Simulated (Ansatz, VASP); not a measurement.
## Zr (Zr strained to the junction's net) in two plane-wave programs

One calculation is typed for both programs; each brings its own data sets. How far apart do they land? The structure shown is the end of the Ansatz relaxation below.

Calculated with Ansatz 0.2.0; plane waves, with VASP 6.6.1 beside it; single point at PBE.

### 1. The starting structure

Symmetry: P6_3/mmc, No. 194, hexagonal system. Conventional cell: a = 3.203 Å, b = 3.203 Å, c = 5.214 Å, α = 90.00°, β = 90.00°, γ = 120.00°. Nearest to Zr lie 12 Zr at 3.20 Å.

### 2. Ansatz: relaxation, PBE

Ansatz runs on its default PAW (the set named soft_2) files.

This run makes the geometry at which the two programs are then compared.

The input, input.yaml:

```yaml
crystal:
  lattice:
    - [3.203, 0.0, 0.0]
    - [-1.6015, 2.7738793683, 0.0]
    - [0.0, 0.0, 5.2002517028]
  atoms:
    - { symbol: Zr, position: [0.0, 0.0, 0.0] }
    - { symbol: Zr, position: [0.3333333333, 0.6666666667, 0.5] }
kpoints:
  mp_grid: { grid: [12, 12, 6] }
scf:
  occupations: { method: fermi_dirac, width: 0.1 }
  max_iter: 150
hamiltonian:
  xc: pbe
relax:
  f_tol: 0.01
  max_steps: 40
  cell: { fix: [a, b, angles] }
```

Started as:

```sh
$ ansatz run input.yaml --threads 4 --pin off --max-ram 12288MiB --backend cpu --events-out ev --progress --plain --runs-dir out
```

Numbers of over 12 decimals in the logs are rounded to 6 here.

The log of the run:

```text
Engine: ansatz 0.2.0, aarch64-unknown-linux-gnu
Pseudopotentials: kind: paw
Pseudopotential: Zr, paw, valence charge 12, recommended cutoff 420 eV (normal), Zr.paw.azcp
Functional definition: PBE
  parameter kappa = 0.804
  parameter beta = 0.066725
  exchange = pbe_x(kappa = kappa, mu = beta*pi^2/3)
  correlation = pbe_c(beta = beta)
Crystal: 2 atoms, lattice volume = 46.203 Å³
Basis set: ecut = 420 eV, 917 PW (Γ), exchange–correlation on 48×48×72 points (8 copies of the dense FFT grid, shifted against one another)
Bands: 16, of which v1, the nominal top of the filled ones, is band 12 counted from 1 (11 counted from 0)
Symmetry: 24 space group operations
Space group: P63/mmc (ITA 194), of the structure as read, at distance tolerance 3.6e-5 Å
k-points: 76 of 864
Non-local potential: Zr, projectors of the file, l = 0: 3, l = 1: 2, l = 2: 2, l = 3: 2
PAW form: soft (Blöchl's): semilocal exchange-correlation on the pseudo side does not see the compensation charge
PAW one-centre angular grid: Zr, 590 points (default); XC on 64 Gauss nodes
Initial density: superposition of atomic densities (neutral atoms: chi_scale 0, normalization atom), corrected by the library's trained network
Initial wavefunctions: pseudopotential atomic-orbital guess
Functional: x = pbe(κ = 0.804, μ = 0.219515), c = pbe(β = 0.066725)
SCF iter   1: F=—  HF=-8367.701338 eV  |F-HF|=—  |Δ(HF+E_count)|=         —  Δρ=2.64e-3  dr2=1.10e-3  ethr=1.77e-3  ⟨swp⟩=4.8  Hψ=5153  notcnv=0
preconditioner: auto → Kerker (q_TF=auto, 2.446 Å⁻¹)  [metal: Δε(μ)=0.012 eV  Ē_g=3.161 eV  σ=0.100 eV  W_gap=0.03  n_scr=10 (ndim 8)  ℏωp=15.5 eV  f_vac=0.000  D(μ)=2.17/eV (n_scr^D=22)]
SCF iter   2: F=—  HF=-8367.700638 eV  |F-HF|=—  |Δ(HF+E_count)|=   7.00e-4  Δρ=1.61e-3  dr2=4.65e-4  ethr=4.59e-6  ⟨swp⟩=2.4  Hψ=2663  notcnv=0
SCF iter   3: F=—  HF=-8367.700986 eV  |F-HF|=—  |Δ(HF+E_count)|=   3.48e-4  Δρ=2.93e-4  dr2=2.52e-5  ethr=1.94e-6  ⟨swp⟩=3.0  Hψ=2196  notcnv=0
SCF iter   4: F=—  HF=-8367.700981 eV  |F-HF|=—  |Δ(HF+E_count)|=   4.49e-6  Δρ=1.14e-4  dr2=4.52e-6  ethr=1.05e-7  ⟨swp⟩=2.5  Hψ=2050  notcnv=0
iter 5 did not close the SCF: its close was put off for the readings that it lacked (scf_convergence_deferred on its scf_iter line)
SCF iter   5: F=-8367.700981 eV  HF=-8367.700981 eV  |F-HF|=3.54e-9  |Δ(HF+E_count)|=   5.40e-7  Δρ=1.52e-5  dr2=7.07e-8  ethr=1.88e-8  ⟨swp⟩=2.4  Hψ=2067  notcnv=0
SCF iter   6: F=-8367.700981 eV  HF=-8367.700981 eV  |F-HF|=1.00e-9  |Δ(HF+E_count)|=   5.53e-9  Δρ=3.49e-6  dr2=3.51e-9  ethr=2.94e-10  ⟨swp⟩=2.0  Hψ=4536  notcnv=0
SCF 1 converged in 6 iterations: F = -8367.700981 eV  dr2 = 3.51e-9
  greatest PAW one-centre occupation: 0.996 electrons in one spin orbital (limit 2), on the Zr atom at site 1 (counted from 0), in its partial waves of l = 0
relax step   1: F+E_penalty+E_count = -8367.70098063 eV  Δ(F+E_penalty+E_count) = +0.000e0 eV  max|allowed force component| = 9.252e-18 eV/Å  Δτ_max = 0.0000 Å  P = +1.201 GPa  Ω = 46.203 Å³  fix = [a, b, alpha, beta, gamma]  reactions: a +1.585, b +1.585 GPa  (6 SCF iters, dr2 threshold 1.00e-7 eV, accepted)
[...]
relax step   2: F+E_penalty+E_count = -8367.70107659 eV  Δ(F+E_penalty+E_count) = -9.596e-5 eV  max|allowed force component| = 4.163e-17 eV/Å  Δτ_max = 0.0000 Å  P = +0.791 GPa  Ω = 46.391 Å³  energy of the carried Pulay correction = -2.224e-5 eV  fix = [a, b, alpha, beta, gamma]  reactions: a +1.301, b +1.301 GPa  (3 SCF iters, dr2 threshold 2.00e-7 eV, accepted)
[...]
relax step   3: F+E_penalty+E_count = -8367.70113139 eV  Δ(F+E_penalty+E_count) = -5.480e-5 eV  max|allowed force component| = 9.136e-17 eV/Å  Δτ_max = 0.0000 Å  P = +0.932 GPa  Ω = 46.326 Å³  energy of the carried Pulay correction = -1.456e-5 eV  fix = [a, b, alpha, beta, gamma]  reactions: a +1.399, b +1.399 GPa  (3 SCF iters, dr2 threshold 1.31e-7 eV, accepted)
[...]
relax step   4: F+E_penalty+E_count = -8367.70114512 eV  Δ(F+E_penalty+E_count) = -1.373e-5 eV  max|allowed force component| = 8.558e-17 eV/Å  Δτ_max = 0.0000 Å  P = +0.932 GPa  Ω = 46.326 Å³  fix = [a, b, alpha, beta, gamma]  reactions: a +1.399, b +1.399 GPa  stress off target by 1.86e-3 GPa on what of the cell is left free  SCF on the basis re-selected at this cell (its energy is not comparable with the rows above)  (4 SCF iters)
basis re-selected at this cell: Δ(F+E_penalty+E_count) = -1.373e-5 eV, ΔP = +0.000 GPa vs the last step (what re-selecting the basis moved, of the pressure what is left beyond the Pulay correction that the steps carried, after the strain that the cell walked since its last selection, with what the two solves' SCF thresholds leave and, on support functions, any second-order correction that the steps lacked; it is no m [...]
SCF converged after 4 iterations
Free energy (F): -8367.701145 eV
Harris-Foulkes:  -8367.701145 eV  (|F-HF|=1.09e-11)
Internal energy: -8367.627707 eV  (E = F + TS)
E sigma→0 (E₀):  -8367.664426 eV
Entropy (-TS):   -0.073438 eV (-36.719 meV/atom)
Fermi energy:    14.053804 eV
--- Per-component energies (eV) ---
  E_band       = -191.354210
  E_kinetic    = 665.617103
  E_local      = -1248.902059  (includes V_loc(G=0)·N_el)
  E_nonlocal   = 161.147454
  E_hartree    = 386.712295
  E_xc         = -323.024518
  E_vxc        = -381.466703  (∫ρ·V_xc dr)
  E_paw        = -5908.286906  (= ΣΔE_a)
  E_vpaw       = -161.174651  (= ΣTr[D̂ρ^β])
  E_aug_tail   = 0.000049  (compensation charges beyond the density's cutoff)
  E_ewald      = -2100.891125
  E_smearing   = -0.073438  (= −TS)
  E_closure    = -0.000000  (closes the sum)
  Σ components = -8367.701145   (vs F -8367.701145, Δ=0.00e0)
--- Forces (eV/Å), atoms counted from 1 ---
  atom   1  Zr    -0.00000000    -0.00000000     0.00000000
  atom   2  Zr     0.00000000     0.00000000    -0.00000000
  max |Σ_I F_I| component: 4.63e-18 eV/Å
--- Stress (GPa, compression-positive) ---
        1.399178      -0.000000       0.000000
        0.000000       1.399178       0.000000
        0.000000       0.000000      -0.001855
  P = ⅓ Tr σ = 0.9322 GPa (9.322 kbar)
--- Band table (eV; the first three rows and the last of 76) ---
  k-point 0: bands = [... 8 lower, 8.4308, 11.0349, 14.9204, 14.9886, 14.9886, 15.1083, 15.6363, 15.6363]
  k-point 1: bands = [... 8 lower, 8.6555, 11.0029, 14.7292, 14.7561, 14.9041, 14.9041, 15.4892, 15.4892]
  k-point 2: bands = [... 8 lower, 9.2737, 10.7564, 14.1373, 14.3681, 14.8349, 14.8349, 15.1853, 15.1853]
  k-point 75: bands = [... 8 lower, 12.6534, 12.6534, 12.8293, 12.8293, 14.0642, 14.0642, 16.0875, 16.0875]
--- Relaxed structure (3 steps of the walk, 3 accepted, 1 SCFs on fresh bases) ---
  F+E_penalty+E_count = -8367.70114512 eV   max|allowed force component| = 8.558e-17 eV/Å   (the final SCF, on the basis selected at the relaxed cell)
  cell:  # Å, volume = 46.3261 Å³
    - [3.203000, 0, 0]
    - [-1.601500, 2.773879, 0]
    - [0, 0, 5.214123]
  atoms:
    - { symbol: Zr, position: [9.251858539620032e-18, -5.0885221963063393e-17, 0] }
    - { symbol: Zr, position: [0.333333, 0.666667, 0.500000] }
```

The column dr2 measures how far the density is from self-consistency, as an energy; F and HF (Harris–Foulkes) agree once it is small.

### 3. VASP: single point, PBE

The same cell, functional, mesh and smearing now go to VASP, with its own data sets.

Lines of VASP's logs that name or quote its potential files are left out, and so is its time.

The input, INCAR:

```
SYSTEM = Zr
PREC = Accurate
ENCUT = 500
EDIFF = 1E-06
NELM = 120
ISMEAR = -1
SIGMA = 0.1
LREAL = .FALSE.
ALGO = Normal
GGA = PE
NBANDS = 18
LASPH = .TRUE.
LORBIT = 11
LWAVE = .FALSE.
LCHARG = .FALSE.
ISIF = 2
GGA_COMPAT = .FALSE.
```

The input, POSCAR:

```
Zr
1.0
    3.2030000000      0.0000000000      0.0000000000
   -1.6015000000      2.7738793683      0.0000000000
    0.0000000000      0.0000000000      5.2141232379
Zr
2
Direct
    0.0000000000      0.0000000000      0.0000000000
    0.3333333333      0.6666666667      0.5000000000
```

The input, KPOINTS:

```
Automatic mesh
0
Gamma
12 12 6
0 0 0
```

The projector-augmented-wave data sets are Zr_sv (PBE family, release 64).

Started as:

```sh
$ mpirun -np 1 vasp_std
```

The log of the run:

```text
[banner, memory and clock lines left out]
running    1 mpi-ranks, on    1 nodes
 distrk:  each k-point on    1 cores,    1 groups
 distr:  one band on    1 cores,    1 groups

 POSCAR found type information on POSCAR Zr
 POSCAR found :  1 types and       2 ions
 LDA part: xc-table for (Slater+PW92), standard interpolation
 POSCAR, INCAR and KPOINTS ok, starting setup
 FFT: planning ... GRIDC
 FFT: planning ... GRID_SOFT
 FFT: planning ... GRID
 WAVECAR not read
 entering main loop
       N       E                     dE             d eps       ncg     rms          rms(c)
DAV:   1     0.209049545957E+03    0.20905E+03   -0.13185E+04  2736   0.129E+03
DAV:   2    -0.456647367173E+01   -0.21362E+03   -0.21027E+03  3276   0.370E+02
DAV:   3    -0.174941286657E+02   -0.12928E+02   -0.12810E+02  4908   0.675E+01
DAV:   4    -0.177577542799E+02   -0.26363E+00   -0.26318E+00  3238   0.973E+00
DAV:   5    -0.177653302568E+02   -0.75760E-02   -0.75722E-02  4160   0.116E+00    0.144E+01
DAV:   6    -0.171774223548E+02    0.58791E+00   -0.92881E-01  2938   0.766E+00    0.570E+00
DAV:   7    -0.170641437785E+02    0.11328E+00   -0.60590E-01  3850   0.539E+00    0.112E+00
DAV:   8    -0.170703037030E+02   -0.61599E-02   -0.39752E-02  3588   0.151E+00    0.279E-01
DAV:   9    -0.170705034286E+02   -0.19973E-03   -0.16869E-03  3408   0.391E-01    0.348E-02
DAV:  10    -0.170704582585E+02    0.45170E-04   -0.43539E-05  3732   0.413E-02    0.242E-02
DAV:  11    -0.170704590470E+02   -0.78852E-06   -0.10445E-05  3050   0.369E-02    0.319E-03
DAV:  12    -0.170704590592E+02   -0.12135E-07   -0.38171E-07  1710   0.455E-03
   1 F= -.17070459E+02 E0= -.17033758E+02  d E =-.734025E-01
```

OUTCAR, selected parts (step 3):

```text
ion  position               nearest neighbor table
   1  0.000  0.000  0.000-   2 3.20   2 3.20   2 3.20   2 3.20   2 3.20   2 3.20
   2  0.333  0.667  0.500-   1 3.20   1 3.20   1 3.20   1 3.20   1 3.20   1 3.20

  LATTYP: Found a hexagonal cell.
 ALAT       =     3.2030000000
 C/A-ratio  =     1.6278873674

 Subroutine GETGRP returns: Found 24 space group operations
 (whereof 12 operations were pure point group operations)

The static configuration has the point symmetry D_3h.
 The point group associated with its full space group is D_6h.

 Found     76 irreducible k-points:

   k-points           NKPTS =     76   k-points in BZ     NKDIM =     76   number of bands    NBANDS=     18

   dimension x,y,z NGX =    24 NGY =   24 NGZ =   40
   dimension x,y,z NGXF=    48 NGYF=   48 NGZF=   80

   ENCUT  =  500.0 eV  36.75 Ry    6.06 a.u.   5.84  5.84  9.51*2*pi/ulx,y,z

   NELECT =      24.0000    total number of electrons

 k-points in reciprocal lattice and weights: Automatic mesh
   0.00000000  0.00000000  0.00000000       0.001
   0.08333333 -0.00000000  0.00000000       0.007
   0.16666667 -0.00000000  0.00000000       0.007
   0.25000000 -0.00000000  0.00000000       0.007
   0.33333333  0.00000000  0.00000000       0.007
   0.41666667 -0.00000000  0.00000000       0.007
   0.50000000 -0.00000000  0.00000000       0.003
   0.08333333  0.08333333  0.00000000       0.007
   0.16666667  0.08333333  0.00000000       0.014
[...]
0.33333333  0.25000000  0.50000000       0.014
   0.33333333  0.33333333  0.50000000       0.002

 average (electrostatic) potential at core
       1 -74.5403       2 -74.5403

 E-fermi :   9.0164

 k-point     1 :       0.0000    0.0000    0.0000
  band No.  band energies     occupation
    ...
      6     -17.2946      2.00000
      7     -17.2651      2.00000
      8     -17.2651      2.00000
      9       3.3835      2.00000
     10       5.9940      2.00000
     11       9.8836      0.00034
     12       9.9520      0.00017
     13       9.9520      0.00017
     14      10.0691      0.00005
     15      10.5997      0.00000
    ...

 k-point     2 :       0.0833   -0.0000    0.0000
  band No.  band energies     occupation
    ...
      6     -17.3177      2.00000
      7     -17.3026      2.00000
      8     -17.2723      2.00000
      9       3.5823      2.00000
     10       6.1800      2.00000
     11       9.4630      0.02275
     12       9.7068      0.00201
     13      10.1371      0.00003
     14      10.2560      0.00001
     15      10.4353      0.00000
    ...

 k-point     3 :       0.1667   -0.0000    0.0000
  band No.  band energies     occupation
    ...
      8     -17.2934      2.00000
      9       4.1393      2.00000
     10       6.6522      2.00000
     11       8.9077      1.49571
     12       8.9171      1.45962
     13       9.9762      0.00014
     14      10.6796      0.00000
     15      10.7243      0.00000
     16      10.7591      0.00000
     17      10.7975      0.00000
    ...

  Total        0.4156548      0.4156548      0.0075760      0.0000000      0.0000000     -0.0000000
  in kB       14.3753214     14.3753214      0.2620130      0.0000000      0.0000000     -0.0000000
  external PRESSURE =       9.6708853 kB  Pullay stress =       0.0000000 kB

  energy-cutoff  :      500.00
  volume of cell :       46.33
      direct lattice vectors                 reciprocal lattice vectors
     3.203000000  0.000000000  0.000000000     0.312207306  0.180252972  0.000000000
    -1.601500000  2.773879368  0.000000000     0.000000000  0.360505944  0.000000000
     0.000000000  0.000000000  5.214123238     0.000000000  0.000000000  0.191786798

 POSITION                                       TOTAL-FORCE (eV/Angst)
 -----------------------------------------------------------------------------------
      0.00000      0.00000      0.00000        -0.000000      0.000000      0.000000
     -0.00000      1.84925      2.60706         0.000000     -0.000000      0.000000
 -----------------------------------------------------------------------------------
    total drift:                                0.000000     -0.000000     -0.000000

  FREE ENERGIE OF THE ION-ELECTRON SYSTEM (eV)
  ---------------------------------------------------
  free  energy   TOTEN  =       -17.0704590592 eV

  energy  without entropy=      -16.9970565661  energy(sigma->0) =      -17.03375781

 total charge
# of ion       s       p       d       tot
------------------------------------------
    1        2.233   5.959   1.634   9.827
    2        2.233   5.959   1.634   9.827
--------------------------------------------------
tot          4.467  11.918   3.268  19.654

[... 3 further parts left out ...]
```

The run ends at a pressure of 0.97 GPa.

### 4. Comparison

Known differences besides the potentials themselves: the cutoff is 420 eV in Ansatz and 500 eV in VASP; Ansatz's pressure holds a Pulay correction, VASP's none. Total energies have different zeros and are not compared.

Compared:

```
      quantity  Ansatz  VASP  difference
pressure (GPa)    0.93  0.97       -0.03
```

### 5. Outcome

```json
{"difference in pressure (single point, PBE)": "-0.035 GPa"}
```

What this shows: The difference in pressure is -0.035 GPa (single point, PBE), within the 1 GPa picked in this series as the mark of a large difference. Such differences can come from data sets, numerical settings and the points named under the comparisons, not from the functional's error against experiment.

[Lines on the potential files, build, host, timing and source positions are cut from VASP's logs without a mark.]

[Logs are printed without paths, hosts, clocks, repeated set-up lines and the standing remarks that a program may print on its own settings, such as how far it seeks lower states.]

[Hosts, paths, dates, database ids (printed as entryN), source tags and the programs' standing remarks are cut or masked in the printed files.]
